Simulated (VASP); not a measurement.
# AlGaOs (I4mm) in VASP: further runs

Runs on AlGaOs. Level: PBE. Tasks: single point.

All numbers are computed with VASP 6.6.1; they aren't measurements. Logs are shortened: lines on timing, memory, paths and dates and some standing lists are left out, and cuts for length are marked.

### 1 Starting point

Symmetry: I4mm, No. 107, tetragonal system. Conventional cell: a = 3.208 Å, b = 3.208 Å, c = 8.294 Å, α = 90.00°, β = 90.00°, γ = 90.00°. Al (site symmetry 4mm) is surrounded by 5 Os at 2.63 to 2.81 Å and 5 Ga at 2.68 to 2.72 Å. Ga (site symmetry 4mm) is surrounded by 5 Os at 2.66 to 2.76 Å and 5 Al at 2.68 to 2.72 Å. Around Os (site symmetry 4mm) lie 5 Al at 2.63 to 2.81 Å and 5 Ga at 2.66 to 2.76 Å.

The cell comes from a database or a generator and needn't be the stable form of this composition.

### 2 Single point, PBE

File INCAR:

```
SYSTEM = AlGaOs
ALGO = Fast ; EDIFF = 1E-6
ENCUT = 520 ; GGA = PE
ISIF = 2 ; ISMEAR = 0
LASPH = .True. ; LCHARG = .False.
LREAL = .False. ; LWAVE = .False.
NBANDS = 19 ; NELM = 100
PREC = Accurate ; SIGMA = 0.01
```

File KPOINTS:

```
k-points
0
Gamma
  16 16 16
  0 0 0
```

File POSCAR:

```
AlGaOs
1.0
   -1.6040806024      1.6040806024      4.1468801589
    1.6040806024     -1.6040806024      4.1468801589
    1.6040806024      1.6040806024     -4.1468801589
Al Ga Os
1 1 1
Direct
    0.3370940391      0.3370940391      0.0000000000
    0.6649732667      0.6649732667      0.0000000000
   -0.0020673058     -0.0020673058      0.0000000000
```

Potentials or basis: VASP PAW PBE potentials, release 64 (Al, Ga_d, Os).

Run with:

```sh
cat potpaw_PBE.64/Al/POTCAR potpaw_PBE.64/Ga_d/POTCAR potpaw_PBE.64/Os/POTCAR > POTCAR
mpirun -np 1 vasp_std > vasp.out
```

OUTCAR:

```text
SYSTEM = AlGaOs
   EDIFF = 1E-6
   ENCUT = 520
   GGA = PE
   ISIF = 2
   ISMEAR = 0
   LASPH = .True.
   LREAL = .False.
   NELM = 100
   PREC = Accurate

 ion  position               nearest neighbor table
   1  0.337  0.337  0.000-   3 2.63   3 2.63   3 2.63   3 2.63   2 2.68   2 2.68   2 2.68   2 2.68
                             2 2.72   3 2.81
   2  0.665  0.665  0.000-   3 2.66   3 2.66   3 2.66   3 2.66   1 2.68   1 2.68   1 2.68   1 2.68
                             1 2.72   3 2.76
   3  0.998  0.998  0.000-   1 2.63   1 2.63   1 2.63   1 2.63   2 2.66   2 2.66   2 2.66   2 2.66
                             2 2.76   1 2.81

  LATTYP: Found a body centered tetragonal cell.
 ALAT       =     3.2081612048
 C/A-ratio  =     2.5852068485

  Lattice vectors:

 A1 = (  -1.6040806024,   1.6040806024,   4.1468801589)
 A2 = (   1.6040806024,  -1.6040806024,   4.1468801589)
 A3 = (   1.6040806024,   1.6040806024,  -4.1468801589)

Analysis of symmetry for initial positions (statically):
=====================================================================
 Subroutine PRICEL returns:
 Original cell was already a primitive cell.

 Routine SETGRP: Setting up the symmetry group for a
 body centered tetragonal supercell.

 Subroutine GETGRP returns: Found  8 space group operations
 (whereof  8 operations were pure point group operations)
 out of a pool of 16 trial point group operations.

The static configuration has the point symmetry C_4v.

Analysis of symmetry for dynamics (positions and initial velocities):
=====================================================================
 Subroutine PRICEL returns:
 Original cell was already a primitive cell.

 Routine SETGRP: Setting up the symmetry group for a
 body centered tetragonal supercell.

 Subroutine GETGRP returns: Found  8 space group operations
 (whereof  8 operations were pure point group operations)
 out of a pool of 16 trial point group operations.

The dynamic configuration has the point symmetry C_4v.

 Subroutine INISYM returns: Found  8 space group operations
 (whereof  8 operations are pure point group operations),
 and found     1 'primitive' translations

----------------------------------------------------------------------------------------

                                     Primitive cell

  volume of cell :      42.6809

  direct lattice vectors                    reciprocal lattice vectors
    -1.604080602  1.604080602  4.146880159     0.000000000  0.311705035  0.120572570
     1.604080602 -1.604080602  4.146880159     0.311705035  0.000000000  0.120572570
     1.604080602  1.604080602 -4.146880159     0.311705035  0.311705035  0.000000000

  length of vectors
     4.726813325  4.726813325  4.726813325     0.334212168  0.334212168  0.440817488

  position of ions in fractional coordinates (direct lattice)
     0.337094039  0.337094039  0.000000000
     0.664973267  0.664973267  0.000000000
     0.997932694  0.997932694  0.000000000

  ion indices of the primitive-cell ions
   primitive index   ion index
                 1           1
                 2           2
                 3           3

----------------------------------------------------------------------------------------

 KPOINTS: k-points

Automatic generation of k-mesh.
 Grid dimensions read from file:
 generate k-points for:   16   16   16

 Generating k-lattice:

  Cartesian coordinates                     Fractional coordinates (reciprocal lattice)
     0.000000000  0.019481565  0.007535786     0.062500000  0.000000000 -0.000000000
     0.019481565  0.000000000  0.007535786     0.000000000  0.062500000 -0.000000000
     0.019481565  0.019481565  0.000000000     0.000000000  0.000000000  0.062500000

  Length of vectors
     0.020888261  0.020888261  0.027551093

  Shift w.r.t. Gamma in fractional coordinates (k-lattice)
     0.000000000  0.000000000  0.000000000

 Subroutine IBZKPT returns following result:
 ===========================================

 Found    349 irreducible k-points:

 Following reciprocal coordinates:
            Coordinates               Weight
  0.000000  0.000000  0.000000      1.000000
  0.062500  0.000000 -0.000000      8.000000
  0.125000  0.000000 -0.000000      8.000000
  0.187500  0.000000 -0.000000      8.000000
  0.250000  0.000000 -0.000000      8.000000
  0.312500  0.000000 -0.000000      8.000000
[... 16 lines left out ...]
 -0.125000  0.062500  0.000000     16.000000
 -0.062500  0.062500  0.000000      4.000000
 [... further k-points ...]
   k-points           NKPTS =    349   k-points in BZ     NKDIM =    349   number of bands    NBANDS=     19
   number of dos      NEDOS =    301   number of ions     NIONS =      3
   total plane-waves  NPLWV =  46656
   dimension x,y,z NGX =    36 NGY =   36 NGZ =   36
   dimension x,y,z NGXF=    72 NGYF=   72 NGZF=   72
   ions per type =               1   1   1
   NGX,Y,Z   is equivalent  to a cutoff of  12.66, 12.66, 12.66 a.u.
   NGXF,Y,Z  is equivalent  to a cutoff of  25.32, 25.32, 25.32 a.u.
 SYSTEM =  AlGaOs
   PREC   = accura    normal or accurate (medium, high low for compatibility)
   ISTART =      0    job   : 0-new  1-cont  2-samecut
   ICHARG =      2    charge: 1-file 2-atom 10-const
   ISPIN  =      1    spin polarized calculation?
   LNONCOLLINEAR =      F non collinear calculations
   LSORBIT =      F    spin-orbit coupling
   LASPH  =      T    aspherical Exc in radial PAW
   ENCUT  =  520.0 eV  38.22 Ry    6.18 a.u.   8.79  8.79  8.79*2*pi/ulx,y,z
   NELM   =    100;   NELMIN=  2; NELMDL= -5     # of ELM steps
   EDIFF  = 0.1E-05   stopping-criterion for ELM
   LREAL  =      F    real-space projection
   EDIFFG = 0.1E-04   stopping-criterion for IOM
   NSW    =      0    number of steps for IOM
   IBRION =     -1    ionic relax: 0-MD 1-quasi-New 2-CG
   NFREE  =      0    steps in history (QN), initial steepest desc. (CG)
   ISIF   =      2    stress and relaxation
   ISYM   =      2    0-nonsym 1-usesym 2-fastsym
   POTIM  = 0.5000    time-step for ionic-motion
   TEBEG  =    0.0;   TEEND  =   0.0 temperature during run
   PSTRESS=    0.0 pullay stress
   NELECT =      24.0000    total number of electrons
   NUPDOWN=      -1.0000    fix difference up-down
   EMIN   =  10.00;   EMAX   =-10.00  energy-range for DOS
   EFERMI =   0.00;   METHOD = LEGACY
   ISMEAR =     0;   SIGMA  =   0.01  broadening in eV -4-tet -1-fermi 0-gaus
   EFERMI_NEDOS =   21; number of points for ismear=-14 and -15
   IALGO  =     68    algorithm
   IMIX   =      4    mixing-type and parameters
     AMIX     =   0.40;   BMIX     =  1.00
     AMIX_MAG =   1.60;   BMIX_MAG =  1.00
  volume/ion in A,a.u.               =      14.23        96.01
  Fermi-wavevector in a.u.,A,eV,Ry     =   1.351245  2.553482 24.842359  1.825862
  Thomas-Fermi vector in A             =   2.478682
   LORBIT       =      0    0 simple, 1 ext, 2 COOP (PROOUT), +10 PAW based schemes
   GGA     = PE    functional components
   LHFCALC =     F    Hartree Fock is set to
   AEXX    =    0.0000 exact exchange contribution
   IVDW    =     0    specifies the selected vdW correction
   LEPSILON=     F    determine dielectric tensor
   LRPA    =     F    only Hartree local field effects (RPA)
 non-spin polarized calculation
 RMM-DIIS sequential band-by-band and
 Gauss-broadening in eV      SIGMA  =   0.01
  energy-cutoff  :      520.00
  volume of cell :       42.68
 maximum number of plane-waves:      1168
   NGX = 17   NGY = 17   NGZ = 17

 number of electron      23.9999998 magnetization

 Free energy of the ion-electron system (eV)
  ---------------------------------------------------
  ext. energy  EPLUGINS =         0.00000000
  ---------------------------------------------------
  free energy    TOTEN  =       -18.97191973 eV

  energy without entropy =      -18.97191973  energy(sigma->0) =      -18.97191973

 E-fermi :   8.7723     XC(G=0): -12.4054

 val. band max:        8.7048000756   @ k =  -0.1875   0.1875   0.0000
 cond. band min:       8.8914092969   @ k =  -0.3750   0.3750   0.3750
 fundamental gap:      0.1866092213
 Fermi energy:         8.7722740410

 k-point     1 :       0.0000    0.0000    0.0000
  band No.  band energies     occupation
      1      -6.1661      2.00000
      2      -6.0934      2.00000
      3      -6.0371      2.00000
      4      -6.0306      2.00000
      5      -6.0306      2.00000
      6      -3.2138      2.00000
[... 11 lines left out ...]
     18      15.3338      0.00000
     19      15.3338      0.00000

 k-point     2 :       0.0625    0.0000   -0.0000
  band No.  band energies     occupation
      1      -6.1621      2.00000
      2      -6.0916      2.00000
      3      -6.0402      2.00000
      4      -6.0341      2.00000
      5      -6.0300      2.00000
      6      -3.1397      2.00000
[... 11 lines left out ...]
     18      15.4875      0.00000
     19      16.4041      0.00000

 k-point     3 :       0.1250    0.0000   -0.0000
  band No.  band energies     occupation
      1      -6.1519      2.00000
      2      -6.0855      2.00000
      3      -6.0474      2.00000
      4      -6.0441      2.00000
      5      -6.0301      2.00000
      6      -2.9187      2.00000
[... 11 lines left out ...]
     18      15.9524      0.00000
     19      17.8382      0.00000

 k-point     4 :       0.1875    0.0000   -0.0000
  band No.  band energies     occupation
      1      -6.1399      2.00000
      2      -6.0748      2.00000
      3      -6.0579      2.00000
      4      -6.0570      2.00000
      5      -6.0315      2.00000
      6      -2.5549      2.00000
[... 407 lines left out ...]
     18      16.7292      0.00000
     19      19.4163      0.00000

 k-point    23 :      -0.1250    0.0625    0.0000
  band No.  band energies     occupation
      1      -6.1470      2.00000
      2      -6.0837      2.00000
      3      -6.0518      2.00000
      4      -6.0426      2.00000
      5      -6.0331      2.00000
      6      -2.8837      2.00000
[... 11 lines left out ...]
     18      16.4435      0.00000
     19      17.9123      0.00000

 k-point    24 :      -0.0625    0.0625    0.0000
  band No.  band energies     occupation
      1      -6.1579      2.00000
      2      -6.0896      2.00000
      3      -6.0437      2.00000
      4      -6.0333      2.00000
      5      -6.0332      2.00000
      6      -3.0851      2.00000
[... 11 lines left out ...]
     18      16.1267      0.00000
     19      16.6264      0.00000

 [... further k-points ...]

------------------------ aborting loop because EDIFF is reached ----------------------------------------

  FORCE on cell =-STRESS in cart. coord.  units (eV):
  Direction    XX          YY          ZZ          XY          YZ          ZX
  --------------------------------------------------------------------------------------
  -------------------------------------------------------------------------------------
  Total        0.0079332      0.0079332      0.0208135      0.0000000      0.0000000      0.0000000
  in kB        0.2978006      0.2978006      0.7813076      0.0000000      0.0000000      0.0000000
  external PRESSURE =       0.4589696 kB  Pullay stress =       0.0000000 kB

 VOLUME and BASIS-vectors are now :
 -----------------------------------------------------------------------------
  energy-cutoff  :      520.00
  volume of cell :       42.68
      direct lattice vectors                 reciprocal lattice vectors
    -1.604080602  1.604080602  4.146880159     0.000000000  0.311705035  0.120572570
     1.604080602 -1.604080602  4.146880159     0.311705035  0.000000000  0.120572570
     1.604080602  1.604080602 -4.146880159     0.311705035  0.311705035  0.000000000

 POSITION                                       TOTAL-FORCE (eV/Angst)
 -----------------------------------------------------------------------------------
      0.00000      0.00000      2.79578         0.000000      0.000000      0.001747
      0.00000      0.00000      5.51513         0.000000      0.000000      0.008625
      0.00000      0.00000      8.27661        -0.000000     -0.000000     -0.010372
 -----------------------------------------------------------------------------------
    total drift:                               -0.000001     -0.000001     -0.000725

  FREE ENERGIE OF THE ION-ELECTRON SYSTEM (eV)
  ---------------------------------------------------
  free  energy   TOTEN  =       -18.9719197343 eV

  energy  without entropy=      -18.9719197343  energy(sigma->0) =      -18.97191973
```

Run time: 8.6 min. Hardware: 1 thread of Intel Xeon Platinum 8259CL at 2.50GHz (Skylake/Cascade Lake), shared host; peak memory 0.47 GiB.

What came out:

```yaml
Free_energy: -18.9719 eV
Pressure: 0.0 GPa
Largest_force: 0.010 eV/Å
Band_gap_on_the_k_mesh: 0.19 eV, indirect (least direct gap 1.12 eV)
```

Forces in eV/Å, atoms in the order of the input:
```
Al   0.000  0.000  0.002
Ga   0.000  0.000  0.009
Os   0.000  0.000 -0.010
```

Levels at points of the mesh, in eV from the valence-band top:
```
           k point  band 8  band 9  band 10  band 11  band 12  band 13  band 14  band 15  band 16  band 17
(0.00, 0.00, 0.00)   -3.80   -2.17    -2.17    -2.04    -0.72     2.98     5.52     5.52     5.56     6.37
(0.50, 0.00, 0.00)   -4.86   -3.02    -2.83    -2.55    -1.17     0.82     3.17     6.05     6.45     8.09
(0.50, 0.50, 0.00)   -3.92   -3.71    -3.27    -2.00    -0.45     0.67     1.85     2.99     4.25     5.57
(0.50, 0.50, 0.50)   -3.91   -2.37    -1.39    -1.39    -0.71     2.19     2.19     6.52     7.21     7.53
```

Caveat: spin-orbit coupling is left out, which moves the levels of the heavy elements.

### 3 Single point, PBE

This run uses another cell than the first one, of 13.86 Å³/atom, 0.974 times its volume.

File INCAR:

```
SYSTEM = AlGaOs
ALGO = Normal ; EDIFF = 1E-7
ENCUT = 520 ; GGA = PE
ISIF = 2 ; ISMEAR = 0
LASPH = .True. ; LCHARG = .False.
LREAL = .False. ; LWAVE = .False.
NBANDS = 19 ; NELM = 100
PREC = Accurate ; SIGMA = 0.1
```

File KPOINTS:

```
k-points
0
Gamma
  8 8 8
  0 0 0
```

File POSCAR:

```
AlGaOs
1.0
   -1.5809247293      1.5809247293      4.1598515754
    1.5809247293     -1.5809247293      4.1598515754
    1.5809247293      1.5809247293     -4.1598515754
Al Ga Os
1 1 1
Direct
    0.3386681400      0.3386681400      0.0000000000
    0.6613318600      0.6613318600      0.0000000000
    0.0000000000      0.0000000000      0.0000000000
```

Potentials or basis: VASP PAW PBE potentials, release 64 (Al, Ga_d, Os).

Run with:

```sh
cat potpaw_PBE.64/Al/POTCAR potpaw_PBE.64/Ga_d/POTCAR potpaw_PBE.64/Os/POTCAR > POTCAR
mpirun -np 1 vasp_std > vasp.out
```

Wall time 58 s (1 thread of Intel Xeon Platinum 8259CL at 2.50GHz (Skylake/Cascade Lake), shared host); peak memory 0.23 GiB.

Results (log left out):

* Free energy: -18.9345 eV
* Pressure: 5.9 GPa
* Largest force: 0.567 eV/Å
* Band gap on the k mesh: 0.29 eV, indirect (least direct gap 1.34 eV)

Forces on the atoms (eV/Å):
```
Al   0.000  0.000 -0.271
Ga   0.000  0.000  0.567
Os   0.000  0.000 -0.296
```

Stress tensor (GPa, compression positive):
```
6.76 0.00 0.00
0.00 6.76 0.00
0.00 0.00 4.21
```

Levels at points of the mesh, in eV from the valence-band top:
```
           k point  band 9  band 10  band 11  band 12  band 13  band 14  band 15  band 16
(0.00, 0.00, 0.00)   -2.18    -2.12    -2.12    -0.64     2.95     5.67     5.67     5.69
(0.50, 0.00, 0.00)   -3.09    -2.90    -2.59    -1.10     0.98     3.23     5.85     6.85
(0.50, 0.50, 0.00)   -3.59    -3.41    -1.86    -0.50     0.83     2.08     3.11     4.53
(0.50, 0.50, 0.50)   -2.38    -1.39    -1.39    -0.63     2.48     2.48     6.44     7.36
```

Caveat: spin-orbit coupling is left out, which moves the levels of the heavy elements. As with any semilocal functional, this PBE gap is likely too small.
